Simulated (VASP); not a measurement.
Given:

```xyz
73
Lattice="5.0056 -8.6699 0.0000 5.0056 8.6699 0.0000 0.0000 0.0000 10.9867" Properties=species:S:1:pos:R:3 pbc="T T T"
Si     1.3007     2.0825     1.9167
Si     2.6221     0.0071     0.0192
Si     6.1913     6.5877     3.6656
Si     6.1727    -6.6293     7.3325
Si     2.5817    -0.0472     5.5191
Si     1.1942    -2.0434     9.1447
Si     3.6989     6.3477     1.8303
Si     5.1453     4.3218    10.9498
Si     3.9268     2.2680     3.7122
Si     8.6904    -2.2193     7.3355
Si     5.0946     4.3741     5.5089
Si     3.6795     2.2523     9.1546
Si     3.6966    -2.2712     1.8396
Si     5.1662    -4.3461     0.0501
Si     8.7007     2.2650     3.6511
Si     3.6976    -2.2880     7.3300
Si     5.1005    -4.3696     5.4927
Si     8.6982     2.2636     9.1890
Si     6.2331     2.0687     1.7116
Si     7.6457    -0.0440    10.9732
Si     6.2063    -2.1128     3.6672
Si     6.1955     2.0863     7.3679
Si     7.6007     0.0126     5.4977
Si     6.1875    -2.0778     9.1574
O      1.6698     0.6981     1.1374
O      3.5299     1.0721     4.8171
O      2.2527    -2.5268     2.5309
O      3.5740    -1.1113     0.7080
O      1.6274    -0.6985     4.3888
O      2.4038     2.4458     3.0351
O      1.6525     0.6502     6.6478
O      3.5812     1.1038    10.2950
O      2.2543    -2.5497     8.0199
O      3.5563    -1.1396     6.1940
O      1.6813    -0.6705     9.8606
O      2.2383     2.5244     8.4565
O      4.2233     4.9711     1.1345
O      6.1128     5.4142     4.7842
O      4.6830     1.8867     2.2301
O      6.1804     3.2386     0.5887
O      4.0560     3.7725     4.4021
O      4.7467     6.8367     2.9737
O      4.1748     5.0760     6.6466
O      6.0711     5.4600    10.2676
O      4.7538     1.7572     8.0402
O      6.0426     3.3038     6.3017
O      4.1758     3.6358     9.8460
O      4.7598     6.9285     8.4627
O      4.1780    -3.6569     1.1455
O      6.0805    -3.3139     4.7536
O      4.8316    -6.8167     2.5716
O      6.1587    -5.3959     0.8000
O      4.0934    -5.0198     4.3934
O      4.7684    -1.8100     2.9699
O      4.1997    -3.6608     6.6431
O      6.0904    -3.2275    10.3013
O      4.7304    -6.8794     8.0273
O      6.0427    -5.5008     6.1768
O      4.2264    -5.0556     9.9105
O      4.7497    -1.8054     8.4632
O      6.6960     0.6429     1.1132
O      8.5545     1.0808     4.7409
O      7.2520    -2.5785     2.5067
O      8.5904    -1.1647     0.6865
O      6.6775    -0.7651     4.4200
O      7.2951     2.5473     2.8602
O      6.7021     0.7333     6.6420
O      8.6035     1.0792    10.3001
O      7.2593    -2.5364     8.0304
O      8.5845    -1.0553     6.2190
O      6.6772    -0.6906     9.8407
O      7.2413     2.5571     8.5251
O      5.5330     1.8016     4.2928
```

The numbers are results of PBE GGA, VASP's PBE PAW potentials (set 64) (plane waves; VASP), not measurements. Run with PREC = Normal, LREAL = Auto, ISYM = 0, EDIFF = 1E-5, 400 eV cut-off, 1×1×1 Γ-centred mesh, Gaussian smearing of 0.050 eV, potentials Si O.

At this cut-off the stress carries a Pulay error, which pulls relaxed volumes low. The supercell is sampled at Γ alone, which is coarse: total energies, pressure and levels can be off, energies of defects by several tenths of an eV.

Question: The ions are relaxed. Give the cell that the relaxation ends in.

Answer: 
```xyz
73
Lattice="5.0056 -8.6699 0.0000 5.0056 8.6699 0.0000 0.0000 0.0000 10.9867" Properties=species:S:1:pos:R:3 pbc="T T T"
Si     1.2040     2.0805     1.8921
Si     2.6733     0.0330     0.0464
Si     1.2255    -2.0393     3.6923
Si     6.1492    -6.6653     7.3714
Si     2.5115    -0.0331     5.6745
Si     1.2168    -1.9887     9.1625
Si     3.7652     6.3243     1.8491
Si     5.2038     4.3430    10.9447
Si     3.5275     2.2536     3.9544
Si     3.7326     6.4391     7.3342
Si     5.1710     4.3465     5.5240
Si     3.6826     2.2908     9.1618
Si     3.7401    -2.2621     1.8519
Si     5.1534    -4.3471     0.0286
Si     8.6734     2.3048     3.6481
Si     3.7242    -2.3001     7.3497
Si     5.1554    -4.3839     5.5114
Si     8.6724     2.2591     9.1994
Si     6.3601     2.1381     1.6491
Si     7.7240    -0.0671     0.0012
Si     6.2618    -2.1286     3.6859
Si     6.1861     2.0556     7.3534
Si     7.6320     0.0084     5.4967
Si     6.2275    -2.0747     9.1691
O      1.7495     0.7122     1.2069
O      3.3143     1.3102     5.2499
O      2.2985    -2.4930     2.5616
O      3.6319    -1.0938     0.7224
O      1.6808    -0.6506     4.4167
O      2.1759     2.5642     3.1127
O      1.5078     0.5001     6.8422
O      3.6096     1.1349    10.2988
O      2.2779    -2.5300     8.0502
O      3.5661    -1.1400     6.2177
O      1.7112    -0.6273     9.8935
O      2.2180     2.5228     8.4844
O      4.3213     4.9439     1.1915
O      6.1227     5.4514     4.8101
O      4.7250     2.0798     1.9250
O      6.3204     3.2604     0.4759
O      4.2107     3.6547     4.3970
O      4.7925     6.8837     2.9828
O      4.2339     5.0518     6.6520
O      6.0785     5.5271    10.2859
O      4.7192     1.8111     8.0025
O      6.1262     3.2385     6.2322
O      4.1967     3.6764     9.8492
O      4.7853     6.9554     8.4596
O      4.1941    -3.6494     1.1395
O      6.1428    -3.2836     4.8323
O      4.7240    -6.8564     2.5077
O      6.1301    -5.4278     0.7529
O      4.1766    -4.9958     4.3595
O      4.8272    -1.8590     2.9848
O      4.2313    -3.6834     6.6603
O      6.1071    -3.2580    10.2788
O      4.6714    -6.8136     8.0017
O      6.0739    -5.5603     6.1677
O      4.1810    -5.0532     9.9200
O      4.7873    -1.8005     8.4728
O      6.8700     0.6818     1.1657
O      8.5386     1.1461     4.7765
O      7.3306    -2.6158     2.5540
O      8.6358    -1.2297     0.6679
O      6.7266    -0.7379     4.3769
O      7.2298     2.6049     2.9379
O      6.6761     0.6820     6.6329
O      8.6740     1.0360    10.2734
O      7.2981    -2.5208     8.0287
O      8.6184    -1.0741     6.1987
O      6.7020    -0.6999     9.8933
O      7.2004     2.4947     8.5521
O      4.5384     1.2200     3.1243
```

Question: How much energy does the relaxation gain?

Answer: The energy (σ→0) changes by -33.1 meV/atom, in 96 ionic steps.

| step | E(σ→0) (eV) | max force (eV/Å) | pressure (GPa) | volume (Å³) |
|---|---|---|---|---|
| 1 | -570.7606 | 0.456 | -2.99 | 953.59 |
| 2 | -570.7669 | 0.731 | -3.04 | 953.59 |
| 3 | -570.7850 | 0.402 | -3.02 | 953.59 |
| 4 | -570.8099 | 0.350 | -3.09 | 953.59 |
| 5 | -570.8101 | 0.341 | -3.11 | 953.59 |
| 6 | -570.8324 | 0.371 | -3.19 | 953.59 |
| 7 | -570.8393 | 0.466 | -3.27 | 953.59 |
| 8 | -570.8546 | 0.507 | -3.32 | 953.59 |
| 9 | -570.8715 | 0.624 | -3.43 | 953.59 |
| 10 | -570.8918 | 0.601 | -3.47 | 953.59 |
| 11 | -570.9211 | 0.535 | -3.60 | 953.59 |
| 12 | -570.9336 | 0.520 | -3.62 | 953.59 |
| 13 | -570.9675 | 0.518 | -3.70 | 953.59 |
| 14 | -571.0181 | 1.024 | -3.87 | 953.59 |
| 15 | -571.0013 | 2.785 | -4.26 | 953.59 |
| 16 | -571.0364 | 1.423 | -3.98 | 953.59 |
| 17 | -571.0556 | 1.465 | -4.02 | 953.59 |
| 18 | -571.1059 | 1.640 | -4.14 | 953.59 |
| 19 | -571.1727 | 1.944 | -4.41 | 953.59 |
| 20 | -571.1491 | 1.971 | -5.06 | 953.59 |
| 21 | -571.1912 | 2.055 | -4.63 | 953.59 |
| 22 | -571.2749 | 1.295 | -4.77 | 953.59 |
| 23 | -571.3393 | 1.358 | -5.06 | 953.59 |
| 24 | -571.4083 | 1.242 | -5.04 | 953.59 |
| 25 | -571.4972 | 0.969 | -5.02 | 953.59 |

The cell is a supercell with a defect, built from SiO2 (quartz): O_i. The run is not spin-polarised, so no state with unpaired spins was tried.
